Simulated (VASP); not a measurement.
# Re (Rhenium) with r2SCAN: from relaxation to properties, part 2 of 4

What structure does Re (Rhenium) take at this level, and what are its properties? Left out of this account: 1 further run (core levels: core levels are not valid at this level). The start is a cell from a database of measured crystal structures.

VASP 6.6.1, plane waves and PAW; the level of theory is named at each step.

Still holding for the runs below: The k-mesh is coarse for a metal.

So far. Step 2 (Full relaxation (r2SCAN)): It ends with forces that vanish by symmetry and a pressure of -0.03 GPa. The volume lies -0.1 % from that of the database's start, which holds the thermal and zero-point expansion of its experiment.

### 3. Density, ELF and potential (r2SCAN)

Level of this step: r2SCAN; plane waves and PAW (Re) (VASP).

A single point on the relaxed cell gives a clean self-consistent state, with density, ELF and potential written out.

Input file INCAR:

```
SYSTEM = Re
PREC = Accurate
ENCUT = 400
EDIFF = 1E-06
NELM = 100
ISMEAR = 1
SIGMA = 0.2
LREAL = .FALSE.
ALGO = Normal
METAGGA = R2SCAN
LASPH = .TRUE.
NBANDS = 13
LORBIT = 11
LWAVE = .FALSE.
LCHARG = .TRUE.
ISIF = 2
LELF = .TRUE.
LVHAR = .TRUE.
```

Input file POSCAR:

```
Re
1.0
    2.7586891562      0.0000000000      0.0000000000
   -1.3793445781      2.3890948904      0.0000000000
    0.0000000000      0.0000000000      4.4599403156
Re
2
Direct
    0.3333333333      0.6666666667      0.2500000000
    0.6666666667      0.3333333333      0.7500000000
```

Input file KPOINTS:

```
Automatic mesh
0
Gamma
8 8 5
0 0 0
```

PAW data sets: Re (PBE family, release 64).

On the command line:

```bash
$ mpirun -np 2 vasp_std
```

Output:

```text
[banner, memory and clock lines left out]
running    2 mpi-ranks, on    1 nodes
 distrk:  each k-point on    2 cores,    1 groups
 distr:  one band on    1 cores,    2 groups

 POSCAR found type information on POSCAR Re
 POSCAR found :  1 types and       2 ions
 [... a notice as in an earlier step ...]

 LDA part: xc-table for (None), standard interpolation
|                                                                             |
|           W    W    AA    RRRRR   N    N  II  N    N   GGGG   !!!           |
|           W    W   A  A   R    R  NN   N  II  NN   N  G    G  !!!           |
|           W    W  A    A  R    R  N N  N  II  N N  N  G       !!!           |
|           W WW W  AAAAAA  RRRRR   N  N N  II  N  N N  G  GGG   !            |
|           WW  WW  A    A  R   R   N   NN  II  N   NN  G    G                |
|           W    W  A    A  R    R  N    N  II  N    N   GGGG   !!!           |
|                                                                             |
|     The number of bands has been changed from the values supplied in        |
|     The orbitals not found in the WAVECAR file will be initialized with     |
|     random numbers, which is usually adequate. For correlated               |
|     calculations, however, you should redo the groundstate calculation.     |
|     I found NBANDS = 13. Now, NBANDS = 14.                                  |
|                                                                             |

 POSCAR, INCAR and KPOINTS ok, starting setup
 FFT: planning ... GRIDC
 FFT: planning ... GRID_SOFT
 FFT: planning ... GRID
 WAVECAR not read
 entering main loop
       N       E                     dE             d eps       ncg     rms          rms(c)
DAV:   1    -0.663608299753E+02   -0.66361E+02   -0.63408E+03  1680   0.116E+03
DAV:   2    -0.105424878110E+03   -0.39064E+02   -0.34298E+02  1370   0.262E+02
DAV:   3    -0.106119667470E+03   -0.69479E+00   -0.68748E+00  1272   0.331E+01
DAV:   4    -0.106127074251E+03   -0.74068E-02   -0.73983E-02  1300   0.285E+00
DAV:   5    -0.106127274687E+03   -0.20044E-03   -0.20042E-03  1260   0.693E-01    0.358E+01
DAV:   6    -0.105147052425E+03    0.98022E+00   -0.34460E-01  1498   0.123E+01    0.182E+01
DAV:   7    -0.104905470843E+03    0.24158E+00   -0.49518E-01  1458   0.212E+01    0.275E+00
DAV:   8    -0.104906766734E+03   -0.12959E-02   -0.91474E-03  1450   0.206E+00    0.508E-01
DAV:   9    -0.104903335729E+03    0.34310E-02   -0.30317E-03  1602   0.779E-01    0.235E-01
DAV:  10    -0.104903355202E+03   -0.19472E-04   -0.19974E-04  1466   0.308E-01    0.134E-01
DAV:  11    -0.104903360755E+03   -0.55531E-05   -0.18717E-05  1470   0.120E-01    0.214E-02
DAV:  12    -0.104903360315E+03    0.44016E-06   -0.27189E-07   720   0.268E-02
   1 F= -.10490336E+03 E0= -.10490360E+03  d E =0.723905E-03
```

It took 24 s on 2 MPI ranks of AMD EPYC 7R43, shared host; peak memory 0.17 GiB.

Parts of OUTCAR (step 3):

```text
  LATTYP: Found a hexagonal cell.
 ALAT       =     2.7586891562
 C/A-ratio  =     1.6166882396

 Found     30 irreducible k-points:

   k-points           NKPTS =     30   k-points in BZ     NKDIM =     30   number of bands    NBANDS=     14

   NELECT =      14.0000    total number of electrons

 E-fermi :   7.6538

 k-point     1 :       0.0000    0.0000    0.0000
  band No.  band energies     occupation
    ...
      3       6.0466      2.00000
      4       6.0699      2.00000
      5       6.0699      2.00000
      6       6.9315      2.00000
      7       6.9315      2.00000
      8       7.9307     -0.06463
      9       7.9307     -0.06463
     10       8.2425     -0.00026
     11      11.2267     -0.00000
     12      11.2267     -0.00000
    ...

 k-point     2 :       0.1250    0.0000    0.0000
  band No.  band energies     occupation
    ...
      6       6.6750      2.00000
      7       6.9217      2.00000
      8       7.4720      2.02585
      9       7.5008      1.96091
     10       7.6838      0.74944
     11      11.5185     -0.00000
     12      13.3947      0.00000
     13      18.1833      0.00000
     14      23.8916      0.00000

  Total       -0.0105334     -0.0105334     -0.0021392      0.0000000      0.0000000      0.0000000
  in kB       -0.5741361     -0.5741361     -0.1165972      0.0000000      0.0000000      0.0000000
  external PRESSURE =      -0.4216232 kB  Pullay stress =       0.0000000 kB

  energy-cutoff  :      400.00
  volume of cell :       29.39
      direct lattice vectors                 reciprocal lattice vectors
     2.758689156  0.000000000  0.000000000     0.362491003  0.209284278  0.000000000
    -1.379344578  2.389094890  0.000000000     0.000000000  0.418568557  0.000000000
     0.000000000  0.000000000  4.459940316     0.000000000  0.000000000  0.224218247

 POSITION                                       TOTAL-FORCE (eV/Angst)
 -----------------------------------------------------------------------------------
     -0.00000      1.59273      1.11499        -0.000000      0.000000      0.000000
      1.37934      0.79636      3.34496         0.000000     -0.000000      0.000000
 -----------------------------------------------------------------------------------
    total drift:                                0.000000     -0.000000     -0.000000

  FREE ENERGIE OF THE ION-ELECTRON SYSTEM (eV)
  ---------------------------------------------------
  free  energy   TOTEN  =      -104.9033603148 eV

  energy  without entropy=     -104.9040842197  energy(sigma->0) =     -104.90360162

[... 6 parts as in an earlier step ...]

[... 6 further parts left out ...]
```

This step gave:

```yaml
scf_cycles: 12
bands: 14
pressure: -0.04216 GPa
```

Valence electrons inside each PAW sphere by angular momentum. Sphere charges, by row:

| atom | s (e) | p (e) | d (e) | tot (e) |
| --- | --- | --- | --- | --- |
| Re1 | 0.617 | 0.685 | 4.833 | 6.135 |
| Re2 | 0.617 | 0.685 | 4.833 | 6.135 |

ELF in the ac plane at fractional y = 0.333, with atoms of Re within 0.2 Å of it. It is the smooth field of the valence electrons, not physical close to the nuclei.

Values, 22 rows by 14 columns, each cell a mean:
```
0.38 0.41 0.42 0.42 0.40 0.37 0.34 0.31 0.28 0.26 0.26 0.29 0.32 0.35
0.32 0.38 0.43 0.42 0.36 0.31 0.28 0.23 0.17 0.13 0.14 0.18 0.24 0.29
0.30 0.35 0.42 0.41 0.33 0.28 0.21 0.11 0.05 0.03 0.03 0.06 0.14 0.23
0.29 0.35 0.42 0.40 0.33 0.25 0.14 0.04 0.01 0.00 0.00 0.01 0.06 0.18
0.28 0.36 0.43 0.41 0.34 0.24 0.10 0.02 0.00 0.00 0.00 0.00 0.04 0.15
0.28 0.36 0.43 0.41 0.34 0.24 0.10 0.02 0.00 0.00 0.00 0.00 0.04 0.15
0.29 0.36 0.42 0.41 0.33 0.25 0.14 0.04 0.01 0.00 0.00 0.02 0.07 0.18
0.30 0.36 0.42 0.41 0.33 0.28 0.20 0.11 0.05 0.03 0.04 0.07 0.14 0.23
0.32 0.38 0.43 0.42 0.36 0.31 0.28 0.22 0.16 0.13 0.13 0.17 0.24 0.29
0.37 0.40 0.42 0.41 0.39 0.37 0.34 0.31 0.27 0.25 0.25 0.28 0.32 0.35
0.41 0.38 0.35 0.36 0.39 0.41 0.41 0.38 0.35 0.33 0.34 0.36 0.39 0.41
0.38 0.32 0.28 0.29 0.34 0.40 0.44 0.45 0.44 0.42 0.42 0.44 0.45 0.43
0.33 0.27 0.24 0.25 0.29 0.35 0.41 0.46 0.48 0.49 0.49 0.48 0.45 0.39
0.30 0.25 0.22 0.22 0.26 0.31 0.36 0.41 0.46 0.48 0.48 0.45 0.39 0.34
0.29 0.24 0.21 0.21 0.25 0.30 0.33 0.36 0.41 0.44 0.44 0.40 0.35 0.32
0.28 0.23 0.20 0.21 0.24 0.29 0.32 0.33 0.37 0.41 0.41 0.36 0.33 0.31
0.28 0.23 0.20 0.20 0.24 0.29 0.31 0.33 0.37 0.41 0.41 0.36 0.33 0.31
0.28 0.24 0.21 0.21 0.25 0.30 0.33 0.36 0.40 0.44 0.44 0.39 0.35 0.32
0.30 0.25 0.22 0.22 0.26 0.31 0.36 0.41 0.46 0.48 0.48 0.45 0.39 0.34
0.32 0.27 0.24 0.24 0.28 0.35 0.41 0.46 0.49 0.49 0.50 0.49 0.45 0.39
0.38 0.31 0.27 0.28 0.33 0.40 0.45 0.46 0.44 0.42 0.43 0.45 0.46 0.44
0.42 0.38 0.35 0.36 0.39 0.42 0.41 0.38 0.35 0.33 0.34 0.36 0.39 0.42
```
Columns run along a (2.8 Å), rows up along c (4.5 Å). Atoms in or near the plane, at fractional coordinates: Re at (0.67, 0.75).

Electrostatic potential energy in the ac plane at fractional y = 0.333, with atoms of Re within 0.2 Å of it. With pseudopotentials it is smooth inside the atoms' cores, unlike the true potential.

Ten even steps from '0' (-32 eV) to '9' (0 eV):
```
99999876655678
89999765433456
78998643211235
68997531000024
57887520000013
57887420000013
67987531000013
68997642100124
79998754322346
89999875544567
99999987766788
99999999888899
88888899999999
77667789999998
65556789999987
65445678999987
54444578999986
54445678999986
65555678999987
76666789999998
87777899999999
98888999999999
99999998877889
```
Columns run along a (2.8 Å; values clipped at the 3rd and 97th percentile), rows up along c (4.5 Å). Atoms in or near the plane, at fractional coordinates: Re at (0.67, 0.75).

Valence density in the ac plane at fractional y = 0.333, with atoms of Re within 0.2 Å of it. It is the smooth field of the valence electrons, not physical close to the nuclei.

Ten even steps from '_' (0.3 e/Å³) to '@' (1.3 e/Å³):
```
____________....::::::::..__
__________..::--========--..
..________..--==++++++++==::
::..____..::==++**####**++--
::..____..--++**##@@@@##++==
::..____..--++**%%@@@@##**==
::..____..--==**##%%%%**++==
..______..::==++******++==--
..________..::==++++++==--::
____________..::--------::..
______________............__
____________________________
____________________________
............________________
..::::::::....____________..
::--------::..____________..
::--====--::..__________....
::--------::..__________....
::::----::::..____________..
....::::....______________..
____....____________________
____________________________
______________..........____
```
Columns run along a (2.8 Å), rows up along c (4.5 Å). Atoms in or near the plane, at fractional coordinates: Re at (0.67, 0.75).

In this run the pressure is -0.04 GPa, small enough to go on.

### 4. Band structure (r2SCAN)

Levels along the symmetry lines show where the bands peak and cross; KPOINTS_OPT computes them in the converged potential.

Input file INCAR:

```
SYSTEM = Re
PREC = Accurate
ENCUT = 400
EDIFF = 1E-06
NELM = 100
ISMEAR = 1
SIGMA = 0.2
LREAL = .FALSE.
ALGO = Normal
METAGGA = R2SCAN
LASPH = .TRUE.
NBANDS = 19
LORBIT = 11
LWAVE = .FALSE.
LCHARG = .FALSE.
KPAR = 2
```

POSCAR is that of step 3.

KPOINTS is that of step 3.

Input file KPOINTS_OPT:

```
Line mode
16
Line-mode
Reciprocal
  0.00000000   0.00000000   0.00000000 GAMMA
  0.50000000   0.00000000   0.00000000 M

  0.50000000   0.00000000   0.00000000 M
  0.33333333   0.33333333   0.00000000 K

  0.33333333   0.33333333   0.00000000 K
  0.00000000   0.00000000   0.00000000 GAMMA

  0.00000000   0.00000000   0.00000000 GAMMA
  0.00000000   0.00000000   0.50000000 A

  0.00000000   0.00000000   0.50000000 A
  0.50000000   0.00000000   0.50000000 L

  0.50000000   0.00000000   0.50000000 L
  0.33333333   0.33333333   0.50000000 H

  0.33333333   0.33333333   0.50000000 H
  0.00000000   0.00000000   0.50000000 A

  0.50000000   0.00000000   0.50000000 L
  0.50000000   0.00000000   0.00000000 M

  0.33333333   0.33333333   0.00000000 K
  0.33333333   0.33333333   0.50000000 H
```

On the command line:

```bash
$ mpirun -np 2 vasp_std
```

Output:

```text
[banner, memory and clock lines left out]
running    2 mpi-ranks, on    1 nodes
 distrk:  each k-point on    1 cores,    2 groups
 distr:  one band on    1 cores,    1 groups

 POSCAR found type information on POSCAR Re
 POSCAR found :  1 types and       2 ions
 [... a notice as in an earlier step ...]

 LDA part: xc-table for (None), standard interpolation
 POSCAR, INCAR and KPOINTS ok, starting setup
 FFT: planning ... GRIDC
 FFT: planning ... GRID_SOFT
 FFT: planning ... GRID
 WAVECAR not read
 entering main loop
       N       E                     dE             d eps       ncg     rms          rms(c)
DAV:   1    -0.602771136113E+02   -0.60277E+02   -0.60872E+03  2280   0.868E+02
DAV:   2    -0.105108133365E+03   -0.44831E+02   -0.38446E+02  2045   0.269E+02
DAV:   3    -0.106118728468E+03   -0.10106E+01   -0.10001E+01  1949   0.397E+01
DAV:   4    -0.106127158079E+03   -0.84296E-02   -0.84267E-02  1994   0.200E+00
DAV:   5    -0.106127277818E+03   -0.11974E-03   -0.11973E-03  1908   0.505E-01    0.358E+01
DAV:   6    -0.105146908243E+03    0.98037E+00   -0.23392E-01  2005   0.910E+00    0.181E+01
DAV:   7    -0.104905513924E+03    0.24139E+00   -0.34622E-01  1959   0.156E+01    0.274E+00
DAV:   8    -0.104906850769E+03   -0.13368E-02   -0.82798E-03  2008   0.163E+00    0.313E-01
DAV:   9    -0.104903322408E+03    0.35284E-02   -0.22430E-03  2184   0.634E-01    0.195E-01
DAV:  10    -0.104903354182E+03   -0.31774E-04   -0.12481E-04  1992   0.189E-01    0.125E-01
DAV:  11    -0.104903359739E+03   -0.55575E-05   -0.17331E-05  2104   0.928E-02    0.125E-02
DAV:  12    -0.104903360360E+03   -0.62069E-06   -0.16828E-07   820   0.175E-02
   1 F= -.10490336E+03 E0= -.10490360E+03  d E =0.724730E-03
 Start KPOINTS_OPT (optional k-point list driver)
k-point batch [1-30\144]
       N       E                     dE             ncg
DAV:   1     0.313542688715E+04   -0.91810E+04     2280
DAV:   2     0.185727455597E+04   -0.12782E+04     2012
DAV:   3     0.182803596522E+04   -0.29239E+02     1920
DAV:   4     0.182772832920E+04   -0.30764E+00     1945
DAV:   5     0.182772320337E+04   -0.51258E-02     1854
DAV:   6     0.182772298557E+04   -0.21780E-03     1811
DAV:   7     0.182772297487E+04   -0.10698E-04     1687
DAV:   8     0.182772297449E+04   -0.38614E-06     1027
[...]
k-point batch [121-144\144]
       N       E                     dE             ncg
DAV:   1     0.601863632810E+04   -0.11504E+05     1818
DAV:   2     0.502138813323E+04   -0.99725E+03     1551
DAV:   3     0.499371544642E+04   -0.27673E+02     1506
DAV:   4     0.499341689195E+04   -0.29855E+00     1535
DAV:   5     0.499341164301E+04   -0.52489E-02     1444
DAV:   6     0.499341139496E+04   -0.24805E-03     1470
DAV:   7     0.499341138213E+04   -0.12826E-04     1276
DAV:   8     0.499341138170E+04   -0.43123E-06      748
```

It took 2 min on 2 MPI ranks; peak memory 0.22 GiB; 3.9 min of CPU time.

Parts of OUTCAR (step 4):

```text
 Found     30 irreducible k-points:

   k-points           NKPTS =     30   k-points in BZ     NKDIM =     30   number of bands    NBANDS=     19

   NELECT =      14.0000    total number of electrons

 E-fermi :   7.6538

 k-point     1 :       0.0000    0.0000    0.0000
  band No.  band energies     occupation
    ...
      3       6.0466      2.00000
      4       6.0698      2.00000
      5       6.0698      2.00000
      6       6.9315      2.00000
      7       6.9315      2.00000
      8       7.9307     -0.06463
      9       7.9307     -0.06463
     10       8.2425     -0.00026
     11      11.2266     -0.00000
     12      11.2266     -0.00000
    ...

 k-point     2 :       0.1250    0.0000    0.0000
  band No.  band energies     occupation
    ...
      6       6.6749      2.00000
      7       6.9216      2.00000
      8       7.4720      2.02587
      9       7.5008      1.96095
     10       7.6837      0.74944
     11      11.5184     -0.00000
     12      13.3946      0.00000
     13      18.1833      0.00000
     14      23.8916      0.00000
     15      25.6794      0.00000
    ...

  Total       -0.0093173     -0.0093173     -0.0007315      0.0000000      0.0000000      0.0000000
  in kB       -0.5078482     -0.5078482     -0.0398693      0.0000000      0.0000000      0.0000000
  external PRESSURE =      -0.3518552 kB  Pullay stress =       0.0000000 kB

 POSITION                                       TOTAL-FORCE (eV/Angst)
 -----------------------------------------------------------------------------------
     -0.00000      1.59273      1.11499        -0.000000      0.000000      0.000000
      1.37934      0.79636      3.34496         0.000000      0.000000      0.000000
 -----------------------------------------------------------------------------------
    total drift:                                0.000000     -0.000000     -0.000000

  FREE ENERGIE OF THE ION-ELECTRON SYSTEM (eV)
  ---------------------------------------------------
  free  energy   TOTEN  =      -104.9033603602 eV

  energy  without entropy=     -104.9040850900  energy(sigma->0) =     -104.90360194

[... 9 parts as in an earlier step ...]

[... 5 further parts left out ...]
```

Spin-orbit coupling is off here; with elements this heavy it splits and shifts levels by tenths of an eV or more.

Numbers from this step:

- bands: 19
- pressure: -0.03519 GPa

Electronic bands along the path, in eV, zero at the Fermi level; # counts the bands kept:

| point | #4 | #5 | #6 | #7 | #8 | #9 | #10 | #11 |
| --- | --- | --- | --- | --- | --- | --- | --- | --- |
| Γ | -1.58 | -1.58 | -0.72 | -0.72 | 0.28 | 0.28 | 0.59 | 3.57 |
| 0.47 of the way | -3.14 | -1.79 | -0.92 | -0.55 | 0.43 | 0.44 | 1.16 | 4.25 |
| M | -1.93 | -1.82 | -1.41 | -0.59 | 4.17 | 4.59 | 4.72 | 6.33 |
| 0.53 of the way | -2.68 | -2.26 | -1.66 | -0.38 | 3.29 | 3.96 | 4.02 | 6.89 |
| K | -3.53 | -2.18 | -2.18 | -0.02 | 3.21 | 3.21 | 3.69 | 7.08 |
| 0.47 of the way | -4.03 | -2.01 | -1.73 | -0.47 | 0.59 | 2.11 | 3.09 | 4.09 |
| Γ | -1.58 | -1.58 | -0.72 | -0.72 | 0.28 | 0.28 | 0.59 | 3.57 |
| 0.53 of the way | -1.82 | -1.82 | -1.23 | -1.18 | -1.18 | 1.29 | 1.29 | 3.52 |
| A | -2.46 | -1.72 | -1.72 | -1.72 | -1.72 | 2.71 | 2.71 | 2.71 |
| 0.47 of the way | -3.62 | -1.94 | -1.94 | -0.29 | -0.29 | 2.59 | 2.59 | 3.37 |
| L | -4.24 | 0.49 | 0.49 | 0.95 | 0.95 | 4.49 | 4.49 | 5.00 |
| 0.47 of the way | -3.81 | -1.44 | -1.44 | 0.94 | 0.94 | 3.90 | 3.90 | 7.17 |
| H | -3.88 | -2.25 | -2.25 | 0.12 | 0.12 | 3.56 | 3.56 | 9.99 |
| 0.47 of the way | -3.48 | -2.52 | -2.52 | -0.01 | -0.01 | 3.45 | 3.45 | 3.96 |
| A | -2.46 | -1.72 | -1.72 | -1.72 | -1.72 | 2.71 | 2.71 | 2.71 |
| jump to L | -4.24 | 0.49 | 0.49 | 0.95 | 0.95 | 4.49 | 4.49 | 5.00 |
| 0.47 of the way | -4.09 | -1.21 | -0.65 | 1.25 | 2.79 | 4.34 | 4.64 | 5.01 |
| M | -1.93 | -1.82 | -1.41 | -0.59 | 4.17 | 4.59 | 4.72 | 6.33 |
| jump to K | -3.53 | -2.18 | -2.18 | -0.02 | 3.21 | 3.21 | 3.69 | 7.08 |
| 0.47 of the way | -3.51 | -2.24 | -2.24 | -0.14 | 2.11 | 3.45 | 3.45 | 7.80 |
| H | -3.88 | -2.25 | -2.25 | 0.12 | 0.12 | 3.56 | 3.56 | 9.99 |

There is no gap at this level.

[end of part 2 of 4]

[Lines on the potential files, build, host, timing and source positions are cut from VASP's logs without a mark.]

[Logs are printed without paths, hosts, clocks, repeated set-up lines and the standing remarks that a program may print on its own settings, such as how far it seeks lower states.]

[Hosts, paths, dates, database ids (printed as entryN), source tags and the programs' standing remarks are cut or masked in the printed files.]

[A measured line is paired with the nearest computed mode of its activity, which favours agreement.]
